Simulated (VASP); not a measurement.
# TaF4 (F-43m) in VASP: notebook, part 2 of 2

VASP 6.6.1. Earlier steps stand in the parts before.

### 5 Relaxation of cell and atoms, PBE (random cell by space group and Wyckoff sites (F-43m, No. 216))

Contents of INCAR:

```
PREC = Accurate
ENCUT = 600
EDIFF = 1E-6
ISMEAR = 0
SIGMA = 0.1
LREAL = False
LASPH = True
NELM = 80
ALGO = Normal
ISIF = 3
LWAVE = False
LCHARG = False
GGA = PE
IBRION = 2
NSW = 90
EDIFFG = -0.04
```

Contents of KPOINTS:

```
regular mesh
0
Gamma
  6 6 6
```

Contents of POSCAR:

```
TaF4
1.0
    0.0000000000      3.0320899593      3.0320899593
    3.0320899593      0.0000000000      3.0320899593
    3.0320899593      3.0320899593      0.0000000000
Ta F
1 4
Direct
    0.5000000000      0.5000000000      0.5000000000
    0.1250367433      0.6248897701      0.1250367433
    0.1250367433      0.1250367433      0.1250367433
    0.6248897701      0.1250367433      0.1250367433
    0.1250367433      0.1250367433      0.6248897701
```

Potentials or basis: VASP PAW PBE potentials, release 64 (Ta_pv, F).

On the command line:

```console
$ cat potpaw_PBE.64/Ta_pv/POTCAR potpaw_PBE.64/F/POTCAR > POTCAR
$ mpirun -np 1 vasp_std > vasp.out
```

OUTCAR:

```text
PREC = Accurate
   ENCUT = 600
   EDIFF = 1E-6
   ISMEAR = 0
   LREAL = False
   LASPH = True
   NELM = 80
   ISIF = 3
   GGA = PE
   IBRION = 2
   NSW = 90
   EDIFFG = -0.04

 ion  position               nearest neighbor table
   1  0.500  0.500  0.500-   2 2.51   3 2.51   5 2.51   3 2.51   4 2.51   5 2.51   2 2.51   3 2.51
                             4 2.51   2 2.51   4 2.51   5 2.51
   2  0.125  0.625  0.125-   1 2.51   1 2.51   1 2.51
   3  0.125  0.125  0.125-   1 2.51   1 2.51   1 2.51
   4  0.625  0.125  0.125-   1 2.51   1 2.51   1 2.51
   5  0.125  0.125  0.625-   1 2.51   1 2.51   1 2.51

  LATTYP: Found a face centered cubic cell.
 ALAT       =     6.0641799186

  Lattice vectors:

 A1 = (   0.0000000000,   3.0320899593,   3.0320899593)
 A2 = (   3.0320899593,   0.0000000000,   3.0320899593)
 A3 = (   3.0320899593,   3.0320899593,   0.0000000000)

Analysis of symmetry for initial positions (statically):
=====================================================================
 Subroutine PRICEL returns:
 Original cell was already a primitive cell.

 Routine SETGRP: Setting up the symmetry group for a
 face centered cubic supercell.

 Subroutine GETGRP returns: Found 24 space group operations
 (whereof 24 operations were pure point group operations)
 out of a pool of 48 trial point group operations.

The static configuration has the point symmetry T_d .

Analysis of symmetry for dynamics (positions and initial velocities):
=====================================================================
 Subroutine PRICEL returns:
 Original cell was already a primitive cell.

 Routine SETGRP: Setting up the symmetry group for a
 face centered cubic supercell.

 Subroutine GETGRP returns: Found 24 space group operations
 (whereof 24 operations were pure point group operations)
 out of a pool of 48 trial point group operations.

The dynamic configuration has the point symmetry T_d .

 Subroutine INISYM returns: Found 24 space group operations
 (whereof 24 operations are pure point group operations),
 and found     1 'primitive' translations

----------------------------------------------------------------------------------------

                                     Primitive cell

  volume of cell :      55.7515

  direct lattice vectors                    reciprocal lattice vectors
     0.000000000  3.032089959  3.032089959    -0.164902759  0.164902759  0.164902759
     3.032089959  0.000000000  3.032089959     0.164902759 -0.164902759  0.164902759
     3.032089959  3.032089959  0.000000000     0.164902759  0.164902759 -0.164902759

  length of vectors
     4.288022743  4.288022743  4.288022743     0.285619957  0.285619957  0.285619957

  position of ions in fractional coordinates (direct lattice)
     0.500000000  0.500000000  0.500000000
     0.125036743  0.624889770  0.125036743
     0.125036743  0.125036743  0.125036743
     0.624889770  0.125036743  0.125036743
     0.125036743  0.125036743  0.624889770

  ion indices of the primitive-cell ions
   primitive index   ion index
                 1           1
                 2           2
                 3           3
                 4           4
                 5           5

----------------------------------------------------------------------------------------

[... 30 lines left out ...]
  0.166667  0.166667  0.000000      6.000000
  0.333333  0.166667  0.000000     24.000000
[... 8 lines left out ...]
 -0.333333  0.333333  0.166667     24.000000
 -0.333333  0.500000  0.166667     12.000000
   k-points           NKPTS =     16   k-points in BZ     NKDIM =     16   number of bands    NBANDS=     23
   number of dos      NEDOS =    301   number of ions     NIONS =      5
   total plane-waves  NPLWV =  46656
   dimension x,y,z NGX =    36 NGY =   36 NGZ =   36
   dimension x,y,z NGXF=    72 NGYF=   72 NGZF=   72
   ions per type =               1   4
   NGX,Y,Z   is equivalent  to a cutoff of  13.96, 13.96, 13.96 a.u.
   NGXF,Y,Z  is equivalent  to a cutoff of  27.91, 27.91, 27.91 a.u.
 SYSTEM =  unknown system
   PREC   = accura    normal or accurate (medium, high low for compatibility)
   ISTART =      0    job   : 0-new  1-cont  2-samecut
   ICHARG =      2    charge: 1-file 2-atom 10-const
   ISPIN  =      1    spin polarized calculation?
   LNONCOLLINEAR =      F non collinear calculations
   LSORBIT =      F    spin-orbit coupling
   LASPH  =      T    aspherical Exc in radial PAW
   ENCUT  =  600.0 eV  44.10 Ry    6.64 a.u.   8.56  8.56  8.56*2*pi/ulx,y,z
   NELM   =     80;   NELMIN=  2; NELMDL= -5     # of ELM steps
   EDIFF  = 0.1E-05   stopping-criterion for ELM
   LREAL  =      F    real-space projection
   EDIFFG = -.4E-01   stopping-criterion for IOM
   NSW    =     90    number of steps for IOM
   IBRION =      2    ionic relax: 0-MD 1-quasi-New 2-CG
   NFREE  =      1    steps in history (QN), initial steepest desc. (CG)
   ISIF   =      3    stress and relaxation
   ISYM   =      2    0-nonsym 1-usesym 2-fastsym
   POTIM  = 0.5000    time-step for ionic-motion
   TEBEG  =    0.0;   TEEND  =   0.0 temperature during run
   PSTRESS=    0.0 pullay stress
   NELECT =      39.0000    total number of electrons
   NUPDOWN=      -1.0000    fix difference up-down
   EMIN   =  10.00;   EMAX   =-10.00  energy-range for DOS
   EFERMI =   0.00;   METHOD = LEGACY
   ISMEAR =     0;   SIGMA  =   0.10  broadening in eV -4-tet -1-fermi 0-gaus
   EFERMI_NEDOS =   21; number of points for ismear=-14 and -15
   IALGO  =     38    algorithm
   IMIX   =      4    mixing-type and parameters
     AMIX     =   0.40;   BMIX     =  1.00
     AMIX_MAG =   1.60;   BMIX_MAG =  1.00
  volume/ion in A,a.u.               =      11.15        75.25
  Fermi-wavevector in a.u.,A,eV,Ry     =   1.453263  2.746269 28.735151  2.111974
  Thomas-Fermi vector in A             =   2.570550
   LORBIT       =      0    0 simple, 1 ext, 2 COOP (PROOUT), +10 PAW based schemes
   GGA     = PE    functional components
   LHFCALC =     F    Hartree Fock is set to
   AEXX    =    0.0000 exact exchange contribution
   IVDW    =     0    specifies the selected vdW correction
   LEPSILON=     F    determine dielectric tensor
   LRPA    =     F    only Hartree local field effects (RPA)
 conjugate gradient relaxation of ions
 non-spin polarized calculation
 Gauss-broadening in eV      SIGMA  =   0.10
  energy-cutoff  :      600.00
  volume of cell :       55.75
 maximum number of plane-waves:      1874
 NGX is ok and might be reduce to    36
   NGX = 17   NGY = 17   NGZ = 17

 number of electron      38.9999984 magnetization

 Free energy of the ion-electron system (eV)
  ---------------------------------------------------
  ext. energy  EPLUGINS =         0.00000000
  ---------------------------------------------------
  free energy    TOTEN  =       -22.92050956 eV

  energy without entropy =      -22.89251813  energy(sigma->0) =      -22.90651384

 E-fermi :   3.3554     XC(G=0): -11.0175

 val. band max:        3.3546775856   @ k =   0.5000   0.3333   0.1667
 cond. band min:       3.3905283060   @ k =   0.5000   0.3333   0.0000
 fundamental gap:      0.0358507203
 Fermi energy:         3.3553681715

 k-point     1 :       0.0000    0.0000    0.0000
  band No.  band energies     occupation
      1     -34.2497      2.00000
      2     -34.2497      2.00000
      3     -34.2497      2.00000
      4     -21.2149      2.00000
      5     -18.4487      2.00000
      6     -18.4487      2.00000
[... 405 lines left out ...]
     22       3.9355      0.00000
     23       4.0952      0.00000

------------------------ aborting loop because EDIFF is reached ----------------------------------------

  FORCE on cell =-STRESS in cart. coord.  units (eV):
  Direction    XX          YY          ZZ          XY          YZ          ZX
  --------------------------------------------------------------------------------------
  -------------------------------------------------------------------------------------
  Total       -0.1242954     -0.1242954     -0.1242954     -0.0000000      0.0000000      0.0000000
  in kB       -3.5719837     -3.5719837     -3.5719837     -0.0000000      0.0000000      0.0000000
  external PRESSURE =      -3.5719837 kB  Pullay stress =       0.0000000 kB

 VOLUME and BASIS-vectors are now :
 -----------------------------------------------------------------------------
  energy-cutoff  :      600.00
  volume of cell :       55.75
      direct lattice vectors                 reciprocal lattice vectors
     0.000000000  3.032089959  3.032089959    -0.164902759  0.164902759  0.164902759
     3.032089959  0.000000000  3.032089959     0.164902759 -0.164902759  0.164902759
     3.032089959  3.032089959  0.000000000     0.164902759  0.164902759 -0.164902759

 POSITION                                       TOTAL-FORCE (eV/Angst)
 -----------------------------------------------------------------------------------
      3.03209      3.03209      3.03209        -0.000000     -0.000000     -0.000000
      2.27384      0.75825      2.27384         0.009277     -0.009277      0.009277
      0.75825      0.75825      0.75825        -0.009277     -0.009277     -0.009277
      0.75825      2.27384      2.27384        -0.009277      0.009277      0.009277
      2.27384      2.27384      0.75825         0.009277      0.009277     -0.009277
 -----------------------------------------------------------------------------------
    total drift:                                0.000000      0.000000      0.000000

  FREE ENERGIE OF THE ION-ELECTRON SYSTEM (eV)
  ---------------------------------------------------
  free  energy   TOTEN  =       -22.9205095569 eV

  energy  without entropy=      -22.8925181254  energy(sigma->0) =      -22.90651384

 reached required accuracy - stopping structural energy minimisation
```

OSZICAR:

```text
N       E                     dE             d eps       ncg     rms          rms(c)
DAV:   1     0.365612386937E+03    0.36561E+03   -0.25209E+04   736   0.190E+03
DAV:   2    -0.119523512046E+02   -0.37756E+03   -0.37182E+03   885   0.471E+02
DAV:   3    -0.333831387653E+02   -0.21431E+02   -0.21349E+02   820   0.115E+02
DAV:   4    -0.336958938851E+02   -0.31276E+00   -0.31073E+00   899   0.143E+01
DAV:   5    -0.337010448435E+02   -0.51510E-02   -0.51463E-02   866   0.152E+00    0.162E+01
DAV:   6    -0.233833150604E+02    0.10318E+02   -0.48760E+01   852   0.425E+01    0.702E+00
DAV:   7    -0.230612390337E+02    0.32208E+00   -0.31358E+00   852   0.120E+01    0.288E+00
DAV:   8    -0.230835674903E+02   -0.22328E-01   -0.19255E+00  1056   0.679E+00    0.345E+00
DAV:   9    -0.233110565617E+02   -0.22749E+00   -0.61901E+00   848   0.111E+01    0.352E+00
DAV:  10    -0.229721161181E+02    0.33894E+00   -0.61917E-01   958   0.430E+00    0.141E+00
DAV:  11    -0.229354056195E+02    0.36710E-01   -0.71709E-02  1008   0.129E+00    0.746E-01
DAV:  12    -0.229334577077E+02    0.19479E-02   -0.18304E-03   834   0.338E-01    0.730E-01
DAV:  13    -0.229203590492E+02    0.13099E-01   -0.61474E-02   877   0.114E+00    0.191E-02
DAV:  14    -0.229205135683E+02   -0.15452E-03   -0.12102E-03   793   0.250E-01    0.259E-02
DAV:  15    -0.229205105647E+02    0.30036E-05   -0.11431E-04   897   0.633E-02    0.130E-02
DAV:  16    -0.229205294986E+02   -0.18934E-04   -0.50161E-05   936   0.341E-02    0.282E-02
DAV:  17    -0.229205091472E+02    0.20351E-04   -0.99877E-05   886   0.453E-02    0.922E-04
DAV:  18    -0.229205095569E+02   -0.40975E-06   -0.17542E-06   577   0.985E-03
   1 F= -.22920510E+02 E0= -.22906514E+02  d E =-.229205E+02
```

It took 42 s on 1 thread of Intel Xeon Platinum 8488C (Sapphire Rapids), shared host; peak memory 0.2 GiB.

What came out:

- Free energy: -22.9205 eV
- Pressure after relaxing: -0.4 GPa
- Largest force after relaxing: 0.016 eV/Å
- Band gap on the k mesh: none (metal or under the smearing width)

Forces in eV/Å, atoms in the order of the input:
```
Ta   0.000  0.000  0.000
F    0.009 -0.009  0.009
F   -0.009 -0.009 -0.009
F   -0.009  0.009  0.009
F    0.009  0.009 -0.009
```

Final structure:
```
CELL_PARAMETERS angstrom
0.00000 3.03209 3.03209
3.03209 0.00000 3.03209
3.03209 3.03209 0.00000
ATOMIC_POSITIONS crystal
Ta 0.50000 0.50000 0.50000
F 0.12504 0.62489 0.12504
F 0.12504 0.12504 0.12504
F 0.62489 0.12504 0.12504
F 0.12504 0.12504 0.62489
```

Caveat: the relaxation stopped at its first step, so nothing moved; an odd number of electrons without spin polarisation forces a metal; a magnetic or distorted state may lie lower.

### 6 The runs side by side

| task | cell | k mesh | cutoff (eV) | gap on the mesh (eV) | pressure (GPa) | largest force (eV/Å) |
| --- | --- | --- | --- | --- | --- | --- |
| single point | random cell by space group and Wyckoff sites (F-43m, No. 216) | 10 × 10 × 10 | 520 | none | -0.3 | 0.02 |
| relaxation of cell and atoms | relaxed from: random cell by space group and Wyckoff sites (F-43m, No. 216) | 10 × 10 × 10 | 600 | none | 0.0 | 0.01 |
| single point | random cell by space group and Wyckoff sites (F-43m, No. 216) | 6 × 6 × 6 | 520 | none | -0.3 | 0.02 |
| relaxation of cell and atoms | relaxed from: random cell by space group and Wyckoff sites (F-43m, No. 216) | 6 × 6 × 6 | 600 | none | -0.4 | 0.02 |

Alike in all rows: level PBE; potentials or basis VASP PAW PBE potentials, release 64 (Ta_pv, F); no spin polarisation; smearing gaussian 0.1 eV.

Caveats: an odd number of electrons without spin polarisation forces a metal; a magnetic or distorted state may lie lower; the relaxation stopped at its first step, so nothing moved (some runs).

Total energies depend on the potentials used, so only differences within one code and one set of settings carry meaning.
